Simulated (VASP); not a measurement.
```
KI
1.0
    0.00000     3.52123     3.52123
    3.52123     0.00000     3.52123
    3.52123     3.52123     0.00000
K I
1 1
Direct
  0.00000   0.00000   0.00000
  0.50000   0.50000   0.50000
```

All values below come from PBE GGA, VASP's PBE PAW potentials (set 64) (plane waves; VASP). Numerical set-up: 480 eV cut-off, 6×6×6 Γ-centred mesh, Gaussian smearing of 0.050 eV, potentials K_sv I.

Unless said otherwise, spin-orbit coupling is left out, though it shifts the bands of the heavy elements here.

Task: Estimate the energy per atom (σ→0), band gap (on the k-mesh) with the smallest direct gap where there is one.

Result: 
The band gap (on the k-mesh) is 3.99 eV. The smallest direct gap (on the k-mesh) comes out as 3.99 eV and the energy per atom (σ→0) comes out as -2.776 eV/atom.

Total energies compare only between runs with the same potentials, cut-off and functional.

The compound is KI in the rock salt structure. This cell was strained or had an atom moved on purpose.
